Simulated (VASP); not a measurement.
Level of theory: LDA (Ceperley-Alder, Perdew-Zunger), VASP's LDA PAW potentials (set 64) (plane waves; VASP 6.6.1).

Input for VASP

INCAR:
```
ALGO = Normal
SIGMA = 0.1   ! width (eV)
EDIFF = 1E-7   ! SCF stop (eV)
PREC = Accurate
SYSTEM = Re
LASPH = .TRUE.   ! aspherical one-centre terms
ENCUT = 520   ! plane-wave cut-off (eV)
NELM = 100
NSW = 30
LMAXMIX = 6
EDIFFG = -0.01
IBRION = 2   ! conjugate gradients
LREAL = .FALSE.   ! projection in real space or not
LCHARG = .FALSE.
ISIF = 4   ! ions and shape, fixed volume
LWAVE = .FALSE.
ISMEAR = 1
```

File KPOINTS:
```
Automatic mesh
0
Gamma
15 15 8
0 0 0
```

**POSCAR**
```
Re
1.0
  1.3834997217  -2.3962916971   0.0000000000
  1.3834997217   2.3962916971   0.0000000000
  0.0000000000   0.0000000000   4.4714843406
Re
2
Direct
  0.3333330000   0.6666670000   0.2500000000
  0.6666670000   0.3333330000   0.7500000000
```

POTCAR, in this order: Re (LDA.64 set). Program: vasp_std.

Output

**OSZICAR**
```
       N       E                     dE             d eps       ncg     rms          rms(c)
DAV:   1     0.111280920809E+03    0.11128E+03   -0.60152E+03  3237   0.130E+03
DAV:   2    -0.204860742382E+02   -0.13177E+03   -0.12158E+03  4755   0.539E+02
DAV:   3    -0.286322231788E+02   -0.81461E+01   -0.70674E+01  4943   0.150E+02
DAV:   4    -0.289913342661E+02   -0.35911E+00   -0.32435E+00  5268   0.232E+01
DAV:   5    -0.290015360693E+02   -0.10202E-01   -0.96712E-02  4991   0.245E+00    0.422E+01
DAV:   6    -0.278572190575E+02    0.11443E+01   -0.12397E+00  5185   0.199E+01    0.174E+01
DAV:   7    -0.275101419533E+02    0.34708E+00   -0.77400E-01  5334   0.151E+01    0.402E-01
DAV:   8    -0.274987603615E+02    0.11382E-01   -0.10324E-02  5448   0.119E+00    0.209E-01
DAV:   9    -0.274980303704E+02    0.72999E-03   -0.37445E-04  4147   0.208E-01    0.396E-02
DAV:  10    -0.274980182335E+02    0.12137E-04   -0.63605E-05  4986   0.723E-02    0.224E-02
DAV:  11    -0.274980183511E+02   -0.11755E-06   -0.15678E-06  4952   0.202E-02    0.209E-03
DAV:  12    -0.274980183507E+02    0.43178E-09   -0.44103E-08  2704   0.282E-03
   1 F= -.27498018E+02 E0= -.27498233E+02  d E =-.274980E+02
       N       E                     dE             d eps       ncg     rms          rms(c)
DAV:   1    -0.274984164702E+02   -0.39812E-03   -0.30111E-02  4569   0.258E+00    0.100E-01
DAV:   2    -0.274980997098E+02    0.31676E-03   -0.37473E-04  5171   0.223E-01    0.495E-02
DAV:   3    -0.274980118236E+02    0.87886E-04   -0.20531E-04  5133   0.134E-01    0.785E-03
DAV:   4    -0.274980119658E+02   -0.14223E-06   -0.62117E-06  4330   0.286E-02    0.391E-03
DAV:   5    -0.274980118248E+02    0.14096E-06   -0.86415E-08  2679   0.662E-03    0.169E-03
DAV:   6    -0.274980118192E+02    0.56536E-08   -0.41597E-08  2235   0.442E-03
   2 F= -.27498012E+02 E0= -.27498217E+02  d E =0.653147E-05
       N       E                     dE             d eps       ncg     rms          rms(c)
DAV:   1    -0.274981914679E+02   -0.17964E-03   -0.77986E-03  4521   0.132E+00    0.512E-02
DAV:   2    -0.274981092469E+02    0.82221E-04   -0.96881E-05  5135   0.113E-01    0.251E-02
DAV:   3    -0.274980867442E+02    0.22503E-04   -0.52228E-05  5152   0.677E-02    0.404E-03
DAV:   4    -0.274980867825E+02   -0.38367E-07   -0.15688E-06  4263   0.144E-02    0.198E-03
DAV:   5    -0.274980867477E+02    0.34823E-07   -0.19009E-08  2199   0.339E-03
   3 F= -.27498087E+02 E0= -.27498297E+02  d E =-.683971E-04
```

OUTCAR:
```
------------------------ aborting loop because EDIFF is reached ----------------------------------------
  FORCE on cell =-STRESS in cart. coord.  units (eV):
  Direction    XX          YY          ZZ          XY          YZ          ZX
  --------------------------------------------------------------------------------------
  Total       -2.1311932     -2.1311930     -2.1316758     -0.0000000      0.0000000      0.0000000
  in kB     -115.1682939   -115.1682836   -115.1943729     -0.0000000      0.0000000      0.0000000
  external PRESSURE =    -115.1769835 kB  Pullay stress =       0.0000000 kB
  volume of cell :       29.65
      direct lattice vectors                 reciprocal lattice vectors
     1.382783238 -2.395050717 -0.000000000     0.361589572 -0.208763846 -0.000000000
     1.382783238  2.395050717  0.000000000     0.361589572  0.208763846 -0.000000000
     0.000000000 -0.000000000  4.476119292     0.000000000 -0.000000000  0.223407808
 POSITION                                       TOTAL-FORCE (eV/Angst)
 -----------------------------------------------------------------------------------
      1.38278      0.79835      1.11903         0.000000      0.000000      0.000000
      1.38278     -0.79835      3.35709        -0.000000     -0.000000      0.000000
 -----------------------------------------------------------------------------------
    total drift:                                0.000001      0.000009     -0.000016
  FREE ENERGIE OF THE ION-ELECTRON SYSTEM (eV)
  ---------------------------------------------------
  free  energy   TOTEN  =       -27.4980867477 eV

  energy  without entropy=      -27.4987163517  energy(sigma->0) =      -27.49829662

 reached required accuracy - stopping structural energy minimisation
```
(Selected blocks of OUTCAR.)

**CONTCAR**
```
Re
   1.00000000000000
     1.3827832383429266   -2.3950507174125844   -0.0000000000000000
     1.3827832383429266    2.3950507174125844    0.0000000000000000
     0.0000000000000000   -0.0000000000000000    4.4761192920387094
  Re
     2
Direct
     0.3333330000000032    0.6666669999999968    0.2500000000000000
     0.6666669999999968    0.3333330000000032    0.7500000000000000
```

The compound is Re in the hcp structure. This cell is one point of a volume scan, at 1.03 of the reference volume. Symmetry was kept, so distortions that lower it aren't found.
